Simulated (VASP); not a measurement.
## Coverage series on NbN(001)

How do binding energy and the level below the vacuum change as the layer fills? Model: NbN(001), 2 x 2, four layers.

Program: VASP 6.6.1. Level of theory: PBEsol; plane waves and PAW (Nb_sv, N), in the first sound run; inputs show where later runs differ. Results are calculated unless marked as measured.

### Step 1. Set-up

The cell holds 32 atoms: 16 Nb and 16 N. Its edges and angles: a = 6.208 Å, b = 6.208 Å, c = 22.585 Å, α = 90.0°, β = 90.0°, γ = 90.0°. It derives from NbN. Vacuum lies along c.

### Step 2. Potential of the state, PBEsol

State “clean”: a tighter run that also writes the potential.

Level: PBEsol; plane waves and PAW (Nb_sv, N).

Contents of INCAR:

```
SYSTEM = NbN
PREC = Normal
ENCUT = 400
EDIFF = 1E-06
NELM = 120
ISMEAR = 1
SIGMA = 0.1
LREAL = Auto
ALGO = Fast
GGA = PS
NBANDS = 168
LASPH = .TRUE.
LORBIT = 11
LWAVE = .FALSE.
LCHARG = .TRUE.
KPAR = 4
NCORE = 2
IDIPOL = 3
LDIPOL = .TRUE.
DIPOL = 0.5 0.5 0.501
LVHAR = .TRUE.
LVACPOTAV = .TRUE.
NEDOS = 1500
```

Contents of POSCAR:

```
NbN
1.0
    6.2083975390      0.0000000000      0.0000000000
    0.0000000000      6.2083975390      0.0000000000
    0.0000000000      0.0000000000     22.5850000000
Nb N
16 16
Selective dynamics
Direct
    0.0000000000      0.0000000000      0.3542174010  F F F
    0.0000000000      0.5000000000      0.3542174010  F F F
    0.5000000000      0.0000000000      0.3542174010  F F F
    0.5000000000      0.5000000000      0.3542174010  F F F
    0.2500000000      0.2500000000      0.4514058000  F F F
    0.2500000000      0.7500000000      0.4514058000  F F F
    0.7500000000      0.2500000000      0.4514058000  F F F
    0.7500000000      0.7500000000      0.4514058000  F F F
    0.0000000000      0.0000000000      0.5534065217  T T T
    0.0000000000      0.5000000000      0.5534065217  T T T
    0.5000000000      0.0000000000      0.5534065217  T T T
    0.5000000000      0.5000000000      0.5534065217  T T T
    0.2500000000      0.2500000000      0.6415179271  T T T
    0.2500000000      0.7500000000      0.6415179271  T T T
    0.7500000000      0.2500000000      0.6415179271  T T T
    0.7500000000      0.7500000000      0.6415179271  T T T
    0.2500000000      0.2500000000      0.3542174010  F F F
    0.2500000000      0.7500000000      0.3542174010  F F F
    0.7500000000      0.2500000000      0.3542174010  F F F
    0.7500000000      0.7500000000      0.3542174010  F F F
    0.0000000000      0.0000000000      0.4514058000  F F F
    0.0000000000      0.5000000000      0.4514058000  F F F
    0.5000000000      0.0000000000      0.4514058000  F F F
    0.5000000000      0.5000000000      0.4514058000  F F F
    0.2500000000      0.2500000000      0.5497104774  T T T
    0.2500000000      0.7500000000      0.5497104774  T T T
    0.7500000000      0.2500000000      0.5497104774  T T T
    0.7500000000      0.7500000000      0.5497104774  T T T
    0.0000000000      0.0000000000      0.6539838916  T T T
    0.0000000000      0.5000000000      0.6539838916  T T T
    0.5000000000      0.0000000000      0.6539838916  T T T
    0.5000000000      0.5000000000      0.6539838916  T T T
```

Contents of KPOINTS:

```
Automatic mesh
0
Gamma
4 4 1
0 0 0
```

PAW data sets: Nb_sv and N (PBE family, release 64).

Started as:

```sh
$ mpirun -np 8 vasp_std
```

What it wrote:

```text
[banner, memory and clock lines left out]
running    8 mpi-ranks, on    1 nodes
[...]
|                                                                             |
|               ----> ADVICE to this user running VASP <----                  |
|                                                                             |
|     You enforced a specific xc type in the INCAR file but a different       |
|     [... a line on the potential file left out ...]
|     I HOPE YOU KNOW WHAT YOU ARE DOING!                                     |
|                                                                             |

 LDA part: xc-table for (Slater+PW92), standard interpolation
 POSCAR, INCAR and KPOINTS ok, starting setup
[...]
entering main loop
       N       E                     dE             d eps       ncg     rms          rms(c)
DAV:   1     0.299176614527E+04    0.29918E+04   -0.14315E+05  2448   0.134E+03
DAV:   2    -0.747691938729E+02   -0.30665E+04   -0.29990E+04  2632   0.539E+02
[...]
RMM:  61    -0.343003749945E+03   -0.11111E-05   -0.10762E-05  1032   0.120E-03    0.230E-03
 num prob RMM:  62    -0.343003750800E+03   -0.85456E-06   -0.86742E-06   840   0.111E-03
|                                                                             |
|           W    W    AA    RRRRR   N    N  II  N    N   GGGG   !!!           |
|           W    W   A  A   R    R  NN   N  II  NN   N  G    G  !!!           |
|           W    W  A    A  R    R  N N  N  II  N N  N  G       !!!           |
|           W WW W  AAAAAA  RRRRR   N  N N  II  N  N N  G  GGG   !            |
|           WW  WW  A    A  R   R   N   NN  II  N   NN  G    G                |
|           W    W  A    A  R    R  N    N  II  N    N   GGGG   !!!           |
|                                                                             |
|     Did not find any points to average over, which means that no vacuum     |
|     field-free region was found. Please increase the size of  your cell     |
|     in the dimension of the dipole correction to obtain accurate            |
|     workfunction values.                                                    |
|                                                                             |

   1 F= -.34300375E+03 E0= -.34299884E+03  d E =-.147320E-01
```

Run time: 5 min. Hardware: 8 MPI ranks of AMD EPYC 7R43, shared host; peak memory 2.7 GiB; 28 min of CPU time.

Lines that name or quote the potential files are left out of all logs, and their timing lines are given in words.

OUTCAR, selected parts (step 2):

```text
  Total      -46.6416667    -46.6416667    -18.6971295      0.0000000      0.0000000      0.0000000
  in kB      -85.8431237    -85.8431237    -34.4117205      0.0000000      0.0000000      0.0000000
  external PRESSURE =     -68.6993227 kB  Pullay stress =       0.0000000 kB

 POSITION                                       TOTAL-FORCE (eV/Angst)
 -----------------------------------------------------------------------------------
      0.00000      0.00000      8.00000        -0.000000      0.000000      2.336654
      0.00000      3.10420      8.00000         0.000000     -0.000000      2.336654
      3.10420      0.00000      8.00000        -0.000000      0.000000      2.336654
      3.10420      3.10420      8.00000         0.000000      0.000000      2.336654
      1.55210      1.55210     10.19500        -0.000000     -0.000000     -1.039561
      1.55210      4.65630     10.19500        -0.000000     -0.000000     -1.039561
      4.65630      1.55210     10.19500        -0.000000      0.000000     -1.039561
      4.65630      4.65630     10.19500        -0.000000     -0.000000     -1.039561
      0.00000      0.00000     12.49869         0.000000     -0.000000      0.014099
      0.00000      3.10420     12.49869         0.000000      0.000000      0.014099
      3.10420      0.00000     12.49869         0.000000      0.000000      0.014099
      3.10420      3.10420     12.49869         0.000000      0.000000      0.014099
      1.55210      1.55210     14.48868         0.000000     -0.000000     -0.003446
      1.55210      4.65630     14.48868         0.000000      0.000000     -0.003446
[...]
-----------------------------------------------------------------------------------
    total drift:                                0.000000      0.000000      0.069622

  FREE ENERGIE OF THE ION-ELECTRON SYSTEM (eV)
  ---------------------------------------------------
  free  energy   TOTEN  =      -343.0037507996 eV

  energy  without entropy=     -342.9890187845  energy(sigma->0) =     -342.99884013

[... 3 further parts left out ...]
[key lines of the parts left out:]
E-fermi :   3.3846
```

Read from the output:

| Item | Value |
| --- | --- |
| energy(sigma→0) of the program | -342.9988 eV |
| work function, upper and lower side | 3.17, 3.47 eV |

VASP warns that it found no field-free region by its own threshold; the planar potential, read 60 % of the way from the top atom to the cell's edge, stands at 3.19 eV above the Fermi level.

(Part 1 of 3 ends here.)

[Lines on the potential files, build, host, timing and source positions are cut from VASP's logs without a mark.]

[Logs are printed without paths, hosts, clocks, repeated set-up lines and the standing remarks that a program may print on its own settings, such as how far it seeks lower states.]

[Hosts, paths, dates, database ids (printed as entryN), source tags and the programs' standing remarks are cut or masked in the printed files.]
